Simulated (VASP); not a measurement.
```
Se
1.0
    2.01519    -3.49041     0.00000
    2.01519     3.49041     0.00000
    0.00000     0.00000     5.22050
Se
3
Direct
  0.00000   0.25564   0.66667
  0.74436   0.74436   0.00000
  0.25564   0.00000   0.33333
```

Calculation: LDA (Ceperley-Alder, Perdew-Zunger), VASP's LDA PAW potentials (set 64) (plane waves; VASP). Settings: 520 eV cut-off, 8×8×5 Γ-centred mesh, Gaussian smearing of 0.050 eV, potentials Se.

The ions and cell shape at fixed volume are relaxed. Which structure does the run end with?

```
Se
1.0
    2.03539    -3.52539     0.00000
    2.03539     3.52539     0.00000
    0.00000     0.00000     5.11739
Se
3
Direct
  0.00000   0.24580   0.66667
  0.75420   0.75420   0.00000
  0.24580   0.00000   0.33333
```
Space group P3_121 (152), at a tolerance of 0.03 Å.

How much energy does the relaxation gain?

The energy (σ→0) changes by -9.8 meV/atom, in 5 ionic steps.

```json
[
 {"step": "1", "E(σ→0) (eV)": "-12.4256", "max force (eV/Å)": "0.344", "pressure (GPa)": "-3.87", "volume (Å³)": "73.44"},
 {"step": "2", "E(σ→0) (eV)": "-12.4443", "max force (eV/Å)": "0.217", "pressure (GPa)": "-2.99", "volume (Å³)": "73.44"},
 {"step": "3", "E(σ→0) (eV)": "-12.4550", "max force (eV/Å)": "0.001", "pressure (GPa)": "-1.63", "volume (Å³)": "73.44"},
 {"step": "4", "E(σ→0) (eV)": "-12.4550", "max force (eV/Å)": "0.011", "pressure (GPa)": "-1.57", "volume (Å³)": "73.44"},
 {"step": "5", "E(σ→0) (eV)": "-12.4551", "max force (eV/Å)": "0.006", "pressure (GPa)": "-1.57", "volume (Å³)": "73.44"}
]
```

The compound is Se in the trig structure. This cell is one point of a volume scan, at 1.06 of the reference volume. Symmetry was kept, so distortions that lower it aren't found.
